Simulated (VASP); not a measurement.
Method: PBE GGA with D4 dispersion, VASP's PBE PAW potentials (set 64) (plane waves; VASP).

VASP ran on this input.

INCAR:
```
SYSTEM = Ir
PREC = Accurate; ENCUT = 520; LREAL = .FALSE.
LASPH = .TRUE.
EDIFF = 1E-7; NELM = 100; ALGO = Normal
LMAXMIX = 6
ISMEAR = -5
GGA = PE; IVDW = 13
ISIF = 2
LWAVE = .FALSE.; LCHARG = .TRUE.; LORBIT = 11
NEDOS = 601
```

### KPOINTS
```
Automatic
0
Gamma
  18 18 18
```

POSCAR:
```
Ir
1
    0.0000000000     1.9196362186     1.9196362186
    1.9196362186    -0.0000000000     1.9196362186
    1.9196362186     1.9196362186    -0.0000000000
Ir
1
Direct
  0.0000000000   0.0000000000   0.0000000000
```

POTCAR, in this order: Ir (PBE.64 set). Program: vasp_std.

Unless said otherwise, spin-orbit coupling is left out, though it shifts the bands of the heavy elements here.

**Question.** Estimate the energy per atom (σ→0), dispersion energy, band gap (on the k-mesh).

**Answer.** 
The energy per atom (σ→0) is -9.762 eV/atom. The dispersion energy is -0.924 eV. The band gap (on the k-mesh) is none (metal, semimetal or under 0.01 eV).

**OSZICAR**
```
...
DAV:   7    -0.884516190776E+01    0.87932E-01   -0.31406E-01  4088   0.734E+00    0.154E+00
DAV:   8    -0.883971327351E+01    0.54486E-02   -0.19944E-03  3424   0.701E-01    0.549E-01
DAV:   9    -0.883873632342E+01    0.97695E-03   -0.88455E-04  4144   0.496E-01    0.125E-02
DAV:  10    -0.883874501318E+01   -0.86898E-05   -0.42498E-06  4264   0.204E-02    0.497E-03
DAV:  11    -0.883874574427E+01   -0.73108E-06   -0.13589E-07  4032   0.385E-03    0.576E-04
DAV:  12    -0.883874555930E+01    0.18496E-06   -0.68112E-09  1944   0.103E-03    0.624E-05
DAV:  13    -0.883874554284E+01    0.16465E-07   -0.24675E-10  1768   0.207E-04
   1 F= -.97623681E+01 E0= -.97623681E+01  d E =0.000000E+00
```

The compound is Ir in the fcc structure. It was relaxed first.
